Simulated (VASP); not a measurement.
These are optB86b-vdW, VASP's PBE PAW potentials (set 64) (plane waves; VASP) values and carry that method's errors.

VASP ran on this input.

**POSCAR**
```
ZrO2
3.6021260
  0.0000000000   0.7071068349   0.7071068349
  0.7071068349   0.0000000000   0.7071068349
  0.7071068349   0.7071068349   0.0000000000
Zr O
1 2
Cartesian
  0.0000000000   0.0000000000   0.0000000000
  0.3535534174   0.3535534174   0.3535534174
  1.0606602523   1.0606602523   1.0606602523
```

**KPOINTS**
```
Automatic mesh
0
Gamma
8 8 8
0 0 0
```

INCAR:
```
SYSTEM = ZrO2
PREC = Accurate
ENCUT = 520
EDIFF = 1E-7
NELM = 100
ALGO = Normal
LREAL = .FALSE.
LASPH = .TRUE.
ISMEAR = -5
GGA = MK
PARAM1 = 0.1234
PARAM2 = 1.0
LUSE_VDW = .TRUE.
AGGAC = 0.0
LMAXMIX = 4
LWAVE = .FALSE.
LCHARG = .TRUE.
LORBIT = 11
NEDOS = 601
ISIF = 2
LEFG = .TRUE.
```

POTCAR, in this order: Zr_sv O (PBE.64 set). Program: vasp_std.

Task: What will the output report for the number of irreducible k-points (NKPTS), largest plane-wave count, number of space-group operations, FFT grid (NGX, NGY, NGZ)?

Result: 
| Quantity | Value |
|---|---|
| number of irreducible k-points (NKPTS) | 29 |
| largest plane-wave count | 905 |
| number of space-group operations | 48 |
| FFT grid (NGX, NGY, NGZ) | 28 × 28 × 28 |

The compound is ZrO2 in the fluorite structure, the high-temperature cubic form, which is unstable at 0 K; the monoclinic form is the stable one. It was relaxed first.
